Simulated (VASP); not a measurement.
```yaml
crystal:
  lattice:
    - [3.75132, 0.00000, 0.00000]
    - [-1.87566, 3.24874, 0.00000]
    - [0.00000, 0.00000, 3.66110]
  atoms:
    - { symbol: Au, position: [0.00000, 0.00000, 0.00000] }
    - { symbol: I, position: [0.66667, 0.33333, 0.50000] }
```

Level of theory: PBE GGA, VASP's PBE PAW potentials (set 64) (plane waves; VASP 6.6.1). Settings: 750 eV cut-off, 7×7×7 Γ-centred mesh, Gaussian smearing of 0.050 eV, potentials Au I.

Question: Give the stress tensor in GPa (positive for a compressed cell).

Answer: 
```
18.12   0.00   0.00
 0.00  18.12   0.00
 0.00   0.00  22.49
```
The pressure is its mean diagonal, 19.57 GPa.

The structure was generated: AuI was put into the WC type (P-6m2), which need not be its known phase. The cell was not relaxed at this level. The run is one of a series of settings (ENCUT = 750 against the base run), some of them coarse on purpose.
